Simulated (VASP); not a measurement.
# Ba2Os (C222) in VASP: further runs

The runs below take Ba2Os through relaxation of cell and atoms, with PBE, RPBE.

Program: VASP 6.6.1. These are calculated values, not measurements. Logs are shortened: lines on timing, memory, paths and dates and some standing lists are left out, and cuts for length are marked.

### 1 The structure

It takes space group C222 (No. 21, orthorhombic). Conventional cell: a = 4.445 Å, b = 6.127 Å, c = 6.147 Å, α = 90.00°, β = 90.00°, γ = 90.00°. Ba (site symmetry 2) has 2 Os at 2.50 Å as nearest neighbours. Around Os (site symmetry 222) lie 4 Ba at 2.50 Å.

The cell was built by a generator and needn't be a form met in nature.

### 2 Relaxation of cell and atoms, PBE

Contents of INCAR:

```
ALGO = Fast ; EDIFF = 1E-6
EDIFFG = -0.01 ; ENCUT = 600
GGA = PE ; IBRION = 2
ISIF = 3 ; ISMEAR = 1
LASPH = T ; LCHARG = F
LREAL = F ; LWAVE = F
NELM = 80 ; NSW = 60
PREC = Accurate ; SIGMA = 0.1
```

Contents of KPOINTS:

```
k-points
0
Gamma
  7 7 5
```

Contents of POSCAR:

```
Ba2Os
1.0
    2.2225772300     -3.0635210900      0.0000000000
    2.2225772300      3.0635210900      0.0000000000
    0.0000000000      0.0000000000      6.1472349500
Ba Os
2 1
Direct
    0.0000000000      0.5000000000      0.2645697600
    0.5000000000      0.0000000000      0.7354302400
    0.0000000000      0.0000000000      0.0000000000
```

Potentials or basis: VASP PAW PBE potentials, release 64 (Ba_sv, Os).

Command:

```bash
cat potpaw_PBE.64/Ba_sv/POTCAR potpaw_PBE.64/Os/POTCAR > POTCAR
mpirun -np 1 vasp_std > vasp.out
```

OUTCAR:

```text
EDIFF = 1E-6
   EDIFFG = -0.01
   ENCUT = 600
   GGA = PE
   IBRION = 2
   ISIF = 3
   ISMEAR = 1
   LASPH = T
   LREAL = F
   NELM = 80
   NSW = 60
   PREC = Accurate

 ion  position               nearest neighbor table
   1  0.000  0.500  0.265-   3 2.50   3 2.50   2 3.65   2 3.65   2 3.94   2 3.94   3 4.01   3 4.01
                             2 4.21   2 4.21   2 4.47   2 4.47
   2  0.500  0.000  0.735-   3 2.50   3 2.50   1 3.65   1 3.65   1 3.94   1 3.94   3 4.01   3 4.01
                             1 4.21   1 4.21   1 4.47   1 4.47
   3  0.000  0.000  0.000-   1 2.50   2 2.50   1 2.50   2 2.50   1 4.01   2 4.01   1 4.01   2 4.01

  LATTYP: Found a base centered orthorhombic cell.
 ALAT       =     4.4451544600
 B/A-ratio  =     1.3783642920
 C/A-ratio  =     1.3829069395

  Lattice vectors:

 A1 = (   2.2225772300,  -3.0635210900,   0.0000000000)
 A2 = (   2.2225772300,   3.0635210900,   0.0000000000)
 A3 = (   0.0000000000,   0.0000000000,   6.1472349500)

Analysis of symmetry for initial positions (statically):
=====================================================================
 Subroutine PRICEL returns:
 Original cell was already a primitive cell.

 Routine SETGRP: Setting up the symmetry group for a
 base centered orthorhombic supercell.

 Subroutine GETGRP returns: Found  4 space group operations
 (whereof  4 operations were pure point group operations)
 out of a pool of  8 trial point group operations.

The static configuration has the point symmetry D_2 .

Analysis of symmetry for dynamics (positions and initial velocities):
=====================================================================
 Subroutine PRICEL returns:
 Original cell was already a primitive cell.

 Routine SETGRP: Setting up the symmetry group for a
 base centered orthorhombic supercell.

 Subroutine GETGRP returns: Found  4 space group operations
 (whereof  4 operations were pure point group operations)
 out of a pool of  8 trial point group operations.

The dynamic configuration has the point symmetry D_2 .

 Subroutine INISYM returns: Found  4 space group operations
 (whereof  4 operations are pure point group operations),
 and found     1 'primitive' translations

----------------------------------------------------------------------------------------

                                     Primitive cell

  volume of cell :      83.7120

  direct lattice vectors                    reciprocal lattice vectors
     2.222577230 -3.063521090  0.000000000     0.224964061 -0.163210889  0.000000000
     2.222577230  3.063521090  0.000000000     0.224964061  0.163210889  0.000000000
     0.000000000  0.000000000  6.147234950     0.000000000  0.000000000  0.162674765

  length of vectors
     3.784839628  3.784839628  6.147234950     0.277932767  0.277932767  0.162674765

  position of ions in fractional coordinates (direct lattice)
     1.000000000  0.500000000  0.264569760
     0.500000000  1.000000000  0.735430240
     0.000000000  0.000000000  0.000000000

  ion indices of the primitive-cell ions
   primitive index   ion index
                 1           1
                 2           2
                 3           3

----------------------------------------------------------------------------------------

 KPOINTS: k-points

Automatic generation of k-mesh.
 Grid dimensions read from file:
 generate k-points for:    7    7    5

 Generating k-lattice:

  Cartesian coordinates                     Fractional coordinates (reciprocal lattice)
     0.032137723 -0.023315841  0.000000000     0.142857143 -0.000000000  0.000000000
     0.032137723  0.023315841  0.000000000    -0.000000000  0.142857143  0.000000000
     0.000000000  0.000000000  0.032534953     0.000000000  0.000000000  0.200000000

  Length of vectors
     0.039704681  0.039704681  0.032534953

  Shift w.r.t. Gamma in fractional coordinates (k-lattice)
     0.000000000  0.000000000  0.000000000

 Subroutine IBZKPT returns following result:
 ===========================================

 Found     48 irreducible k-points:

 Following reciprocal coordinates:
            Coordinates               Weight
  0.000000  0.000000  0.000000      1.000000
  0.142857  0.000000  0.000000      4.000000
  0.285714  0.000000  0.000000      4.000000
  0.428571 -0.000000  0.000000      4.000000
  0.142857  0.142857  0.000000      2.000000
  0.285714  0.142857  0.000000      4.000000
[... 16 lines left out ...]
  0.428571  0.142857  0.200000      8.000000
 -0.428571  0.142857  0.200000      8.000000
 [... further k-points ...]
   k-points           NKPTS =     48   k-points in BZ     NKDIM =     48   number of bands    NBANDS=     18
   number of dos      NEDOS =    301   number of ions     NIONS =      3
   total plane-waves  NPLWV =  45000
   dimension x,y,z NGX =    30 NGY =   30 NGZ =   50
   dimension x,y,z NGXF=    60 NGYF=   60 NGZF=  100
   ions per type =               2   1
   NGX,Y,Z   is equivalent  to a cutoff of  13.18, 13.18, 13.52 a.u.
   NGXF,Y,Z  is equivalent  to a cutoff of  26.35, 26.35, 27.04 a.u.
 SYSTEM =  unknown system
   PREC   = accura    normal or accurate (medium, high low for compatibility)
   ISTART =      0    job   : 0-new  1-cont  2-samecut
   ICHARG =      2    charge: 1-file 2-atom 10-const
   ISPIN  =      1    spin polarized calculation?
   LNONCOLLINEAR =      F non collinear calculations
   LSORBIT =      F    spin-orbit coupling
   LASPH  =      T    aspherical Exc in radial PAW
   ENCUT  =  600.0 eV  44.10 Ry    6.64 a.u.   7.56  7.56 12.28*2*pi/ulx,y,z
   NELM   =     80;   NELMIN=  2; NELMDL= -5     # of ELM steps
   EDIFF  = 0.1E-05   stopping-criterion for ELM
   LREAL  =      F    real-space projection
   EDIFFG = -.1E-01   stopping-criterion for IOM
   NSW    =     60    number of steps for IOM
   IBRION =      2    ionic relax: 0-MD 1-quasi-New 2-CG
   NFREE  =      1    steps in history (QN), initial steepest desc. (CG)
   ISIF   =      3    stress and relaxation
   ISYM   =      2    0-nonsym 1-usesym 2-fastsym
   POTIM  = 0.5000    time-step for ionic-motion
   TEBEG  =    0.0;   TEEND  =   0.0 temperature during run
   PSTRESS=    0.0 pullay stress
   NELECT =      28.0000    total number of electrons
   NUPDOWN=      -1.0000    fix difference up-down
   EMIN   =  10.00;   EMAX   =-10.00  energy-range for DOS
   EFERMI =   0.00;   METHOD = LEGACY
   ISMEAR =     1;   SIGMA  =   0.10  broadening in eV -4-tet -1-fermi 0-gaus
   EFERMI_NEDOS =   21; number of points for ismear=-14 and -15
   IALGO  =     68    algorithm
   IMIX   =      4    mixing-type and parameters
     AMIX     =   0.40;   BMIX     =  1.00
     AMIX_MAG =   1.60;   BMIX_MAG =  1.00
  volume/ion in A,a.u.               =      27.90       188.31
  Fermi-wavevector in a.u.,A,eV,Ry     =   1.136401  2.147487 17.570666  1.291408
  Thomas-Fermi vector in A             =   2.273106
   LORBIT       =      0    0 simple, 1 ext, 2 COOP (PROOUT), +10 PAW based schemes
   GGA     = PE    functional components
   LHFCALC =     F    Hartree Fock is set to
   AEXX    =    0.0000 exact exchange contribution
   IVDW    =     0    specifies the selected vdW correction
   LEPSILON=     F    determine dielectric tensor
   LRPA    =     F    only Hartree local field effects (RPA)
 conjugate gradient relaxation of ions
 non-spin polarized calculation
 RMM-DIIS sequential band-by-band and
 Methfessel and Paxton  Order N= 1 SIGMA  =   0.10
  energy-cutoff  :      600.00
  volume of cell :       83.71
 maximum number of plane-waves:      2811
 NGX is ok and might be reduce to    30
   NGX = 15   NGY = 15   NGZ = 25

--------------------------------------- Ionic step        1  -------------------------------------------

 number of electron      27.9999998 magnetization

 Free energy of the ion-electron system (eV)
  ---------------------------------------------------
  ext. energy  EPLUGINS =         0.00000000
  ---------------------------------------------------
  free energy    TOTEN  =        -9.20538038 eV

  energy without entropy =       -9.20663310  energy(sigma->0) =       -9.20579796

 E-fermi :   4.5813     XC(G=0): -10.1232

 val. band max:        4.5783837349   @ k =  -0.2857   0.2857   0.4000
 cond. band min:       4.6398735119   @ k =  -0.2857   0.2857   0.2000
 fundamental gap:      0.0614897769
 Fermi energy:         4.5812806380

 k-point     1 :       0.0000    0.0000    0.0000
  band No.  band energies     occupation
      1     -23.4799      2.00000
      2     -23.1466      2.00000
      3      -9.9035      2.00000
      4      -8.6238      2.00000
      5      -8.5105      2.00000
      6      -8.3156      2.00000
[... 10 lines left out ...]
     17       6.8587      0.00000
     18       6.9980      0.00000
[... 466 lines left out ...]
      2     -23.1376      2.00000
      3      -9.6379      2.00000
      4      -9.3444      2.00000
      5      -8.9712      2.00000
      6      -8.7656      2.00000
[... 10 lines left out ...]
     17       6.8602      0.00000
     18       7.2713      0.00000

 [... further k-points ...]

------------------------ aborting loop because EDIFF is reached ----------------------------------------

  FORCE on cell =-STRESS in cart. coord.  units (eV):
  Direction    XX          YY          ZZ          XY          YZ          ZX
  --------------------------------------------------------------------------------------
  -------------------------------------------------------------------------------------
  Total        9.1481159     17.0397293     16.7790278      0.0000000      0.0000000      0.0000000
  in kB      175.0873212    326.1262298    321.1366206      0.0000000      0.0000000      0.0000000
  external PRESSURE =     274.1167239 kB  Pullay stress =       0.0000000 kB
[... 92 lines left out ...]
  FREE ENERGIE OF THE ION-ELECTRON SYSTEM (eV)
  ---------------------------------------------------
  free  energy   TOTEN  =       -11.5452610921 eV

  energy  without entropy=      -11.5461159312  energy(sigma->0) =      -11.54554604

[... ionic steps 4 to 27 ...]

--------------------------------------- Ionic step       28  -------------------------------------------

 number of electron      27.9999999 magnetization

------------------------ aborting loop because EDIFF is reached ----------------------------------------

  FORCE on cell =-STRESS in cart. coord.  units (eV):
  Direction    XX          YY          ZZ          XY          YZ          ZX
  --------------------------------------------------------------------------------------
  -------------------------------------------------------------------------------------
  Total        0.0679756      0.0040676     -0.0262487      0.0000000      0.0000000      0.0000000
  in kB        0.8901088      0.0532633     -0.3437141      0.0000000      0.0000000      0.0000000
  external PRESSURE =       0.1998860 kB  Pullay stress =       0.0000000 kB
[... 59 lines left out ...]
  energy  without entropy=      -12.4414032979  energy(sigma->0) =      -12.44369165

--------------------------------------- Ionic step       30  -------------------------------------------

 number of electron      27.9999997 magnetization

 Free energy of the ion-electron system (eV)
  ---------------------------------------------------
  ext. energy  EPLUGINS =         0.00000000
  ---------------------------------------------------
  free energy    TOTEN  =       -12.44499371 eV

  energy without entropy =      -12.44151940  energy(sigma->0) =      -12.44383561

 E-fermi :   2.3121     XC(G=0):  -8.4353

 val. band max:        2.3018104631   @ k =  -0.4286   0.2857   0.0000
 cond. band min:       2.3122540987   @ k =   0.2857   0.1429   0.0000
 fundamental gap:      0.0104436356
 Fermi energy:         2.3120745722

 k-point     1 :       0.0000    0.0000    0.0000
  band No.  band energies     occupation
      1     -25.5550      2.00000
      2     -25.4982      2.00000
      3     -11.2665      2.00000
      4     -10.6549      2.00000
      5     -10.6262      2.00000
      6     -10.6142      2.00000
[... 10 lines left out ...]
     17       3.8169     -0.00000
     18       4.5234      0.00000
[... 466 lines left out ...]
      2     -25.3862      2.00000
      3     -11.1808      2.00000
      4     -11.1190      2.00000
      5     -10.8717      2.00000
      6     -10.7432      2.00000
[... 10 lines left out ...]
     17       4.3251      0.00000
     18       4.7916      0.00000

 [... further k-points ...]

------------------------ aborting loop because EDIFF is reached ----------------------------------------

  FORCE on cell =-STRESS in cart. coord.  units (eV):
  Direction    XX          YY          ZZ          XY          YZ          ZX
  --------------------------------------------------------------------------------------
  -------------------------------------------------------------------------------------
  Total        0.0018333     -0.0273791     -0.0154124      0.0000000      0.0000000      0.0000000
  in kB        0.0240161     -0.3586624     -0.2019003      0.0000000      0.0000000      0.0000000
  external PRESSURE =      -0.1788489 kB  Pullay stress =       0.0000000 kB
[... 18 lines left out ...]
  FREE ENERGIE OF THE ION-ELECTRON SYSTEM (eV)
  ---------------------------------------------------
  free  energy   TOTEN  =       -12.4449937139 eV

  energy  without entropy=      -12.4415193995  energy(sigma->0) =      -12.44383561

 reached required accuracy - stopping structural energy minimisation
```

It took 43 min on 1 thread of Intel Xeon Platinum 8375C at 2.90GHz (Ice Lake), shared host; peak memory 0.28 GiB.

Results:

```
Free energy                            : -12.4450 eV
Relaxed volume                         : 40.77 Å³/atom
Relaxed cell                           : a = 4.537 Å, b = 4.537 Å, c = 8.230 Å, α = 90.00°, β = 90.00°, γ = 133.79°
Space group after relaxing (to 0.05 Å) : C222 (No. 21)
Energy gained by relaxing              : 1079.9 meV/atom
Ionic steps                            : 30
Pressure after relaxing                : 0.0 GPa
Band gap on the k mesh                 : none (metal or under the smearing width)
```

Forces on the atoms (eV/Å):
```
Ba   0.000  0.000  0.002
Ba   0.000  0.000 -0.002
Os   0.000  0.000  0.000
```

Step by step:
| step | energy change (eV) | largest force (eV/Å) | pressure (GPa) | volume (Å³) |
| --- | --- | --- | --- | --- |
| 1 | 0.0000 | 3.9207 | 27.41 | 83.71 |
| 2 | -1.4257 | 1.8503 | -4.05 | 155.35 |
| 3 | -2.3399 | 0.9052 | 0.28 | 116.02 |
| 4 | -2.3406 | 0.8633 | 0.53 | 115.31 |
| 5 | -2.4548 | 0.7839 | 0.26 | 117.61 |
| 6 | -2.7205 | 0.5443 | -0.37 | 124.21 |
| 7 | -2.7571 | 0.0249 | -1.41 | 136.01 |
| 8 | -2.8304 | 0.3365 | -0.89 | 129.71 |
| 9 | -2.8355 | 0.2941 | -0.98 | 130.66 |
| 10 | -2.8920 | 0.3486 | 1.11 | 123.17 |
| 11 | -2.8929 | 0.2686 | 0.84 | 123.99 |
| 12 | -2.9581 | 0.3669 | 0.89 | 123.33 |
| 13 | -3.1629 | 0.4732 | 1.09 | 120.00 |
| 14 | -2.0291 | 0.8237 | 9.77 | 107.10 |
| 15 | -3.1707 | 0.5780 | 1.50 | 119.10 |
| 16 | -3.1709 | 0.5795 | 2.02 | 116.77 |
| 17 | -3.1614 | 0.2298 | -0.72 | 125.26 |
| 18 | -3.2027 | 0.1681 | 0.60 | 120.67 |
| 19 | -3.2282 | 0.0942 | 0.21 | 122.59 |
| 20 | -3.2369 | 0.0014 | -0.25 | 125.39 |
| 21 | -3.2377 | 0.0197 | -0.16 | 124.80 |
| 22 | -3.2377 | 0.0222 | -0.15 | 124.72 |
| 23 | -3.2382 | 0.0570 | 0.03 | 123.95 |
| 24 | -3.2382 | 0.0544 | 0.03 | 124.00 |
| 25 | -3.2385 | 0.0357 | 0.00 | 123.84 |
| 26 | -3.2386 | 0.0134 | -0.03 | 123.65 |
| 27 | -3.2389 | 0.0122 | -0.04 | 123.32 |
| 28 | -3.2394 | 0.0045 | 0.02 | 122.35 |
| 29 | -3.2395 | 0.0040 | 0.03 | 122.22 |
| 30 | -3.2396 | 0.0023 | -0.02 | 122.31 |

Final structure:
```
CELL_PARAMETERS angstrom
1.78057 -4.17301 0.00000
1.78057 4.17301 0.00000
0.00000 0.00000 8.23015
ATOMIC_POSITIONS crystal
Ba 0.00000 0.50000 0.22338
Ba 0.50000 0.00000 0.77662
Os 0.00000 0.00000 0.00000
```

Levels at points of the mesh, in eV from the Fermi level:
| k point | band 11 | band 12 | band 13 | band 14 | band 15 | band 16 | band 17 | band 18 |
| --- | --- | --- | --- | --- | --- | --- | --- | --- |
| (0.00, 0.00, 0.00) | -1.46 | -1.13 | -0.63 | -0.06 | -0.05 | 0.37 | 1.50 | 2.21 |

Caveat: the volume moved by over 15 % at a fixed basis, so the end points are rough. The run has no spin-orbit coupling, so splittings on Ba, Os are missing.

### 3 Relaxation of cell and atoms, RPBE

Contents of INCAR:

```
ALGO = Normal
EDIFF = 1E-6
EDIFFG = -0.01
ENCUT = 600
GGA = RP
IBRION = 2
ISIF = 3
ISMEAR = 1
LASPH = True
LCHARG = False
LREAL = False
LWAVE = False
NELM = 60
NSW = 40
PREC = Accurate
SIGMA = 0.1
```

KPOINTS is that of step 2.

POSCAR is that of step 2.

Potentials or basis: VASP PAW PBE potentials, release 64 (Ba_sv, Os).

Command:

```bash
cat potpaw_PBE.64/Ba_sv/POTCAR potpaw_PBE.64/Os/POTCAR > POTCAR
mpirun -np 1 vasp_std > vasp.out
```

Run time: 31 min. Hardware: 1 thread of Intel Xeon Platinum 8375C at 2.90GHz (Ice Lake), shared host; peak memory 0.26 GiB.

Results (log left out):

```yaml
Free_energy: -11.3119 eV
Relaxed_volume: 43.99 Å³/atom
Relaxed_cell: a = 4.610 Å, b = 4.610 Å, c = 8.457 Å, α = 90.00°, β = 90.00°, γ = 132.76°
Space_group_after_relaxing_to_0.05_Å: C222 (No. 21)
Energy_gained_by_relaxing: 1192.7 meV/atom
Ionic_steps: 32
Pressure_after_relaxing: 0.0 GPa
Largest_force_after_relaxing: 0.004 eV/Å
Band_gap_on_the_k_mesh: none (metal or under the smearing width)
```

Forces in eV/Å, atoms in the order of the input:
```
Ba   0.000  0.000 -0.004
Ba   0.000  0.000  0.004
Os   0.000  0.000  0.000
```

Step by step:
```tsv
step	energy change (eV)	largest force (eV/Å)	pressure (GPa)	volume (Å³)
1	0.0000	4.0149	29.26	83.71
2	-1.8686	1.8115	-3.35	161.29
3	-2.6719	1.0237	0.59	119.59
4	-2.8076	0.9180	0.35	122.64
5	-3.1058	0.6270	-0.34	131.65
6	-3.0924	0.0062	-1.41	148.99
7	-3.2085	0.4304	-0.86	138.62
8	-3.2132	0.3882	-0.95	139.86
9	-3.2509	0.2098	1.10	131.81
10	-3.2580	0.0272	0.44	134.00
11	-3.3063	0.0884	0.42	135.00
12	-3.4665	0.2102	0.36	136.63
13	-3.4630	0.0201	0.96	133.69
14	-3.5552	0.2140	0.47	136.39
15	-3.5617	0.1536	0.51	135.78
16	-3.4275	0.5410	-2.13	149.35
17	-3.5668	0.0062	-0.05	137.95
18	-3.5669	0.0175	0.00	137.77
19	-3.5706	0.1040	0.01	137.50
20	-3.5709	0.0837	0.01	137.57
21	-3.5726	0.0286	-0.16	137.65
22	-3.5729	0.0023	-0.26	137.69
23	-3.5735	0.0043	-0.24	137.38
24	-3.5750	0.0114	-0.18	136.47
25	-3.5767	0.0261	-0.04	134.64
26	-3.5769	0.0320	0.01	134.00
27	-3.5773	0.0191	-0.02	133.63
28	-3.5778	0.0203	-0.07	132.54
29	-3.5778	0.0160	-0.07	132.64
30	-3.5779	0.0016	0.00	132.10
31	-3.5779	0.0009	0.01	132.01
32	-3.5780	0.0039	0.00	131.98
```

Final structure:
```cif
data_structure
_symmetry_space_group_name_H-M 'P 1'
_symmetry_Int_Tables_number 1
_cell_length_a 4.6104
_cell_length_b 4.6104
_cell_length_c 8.4573
_cell_angle_alpha 90.000
_cell_angle_beta 90.000
_cell_angle_gamma 132.765
_cell_volume 131.98
loop_
_atom_site_label
_atom_site_type_symbol
_atom_site_fract_x
_atom_site_fract_y
_atom_site_fract_z
_atom_site_occupancy
Ba1 Ba 0.00000 0.50000 0.21718 1
Ba2 Ba 0.50000 0.00000 0.78282 1
Os1 Os 0.00000 0.00000 0.00000 1
```

Levels at points of the mesh, in eV from the Fermi level:
```csv
k point,band 11,band 12,band 13,band 14,band 15,band 16,band 17,band 18
"(0.00, 0.00, 0.00)",-1.32,-1.09,-0.56,-0.07,-0.05,0.21,1.65,2.32
```

Caveat: the volume moved by over 15 % at a fixed basis, so the end points are rough; the PAW data sets were made with another functional, which shifts forces and pressure a little. Spin-orbit coupling is left out, which matters for the levels of Ba, Os.
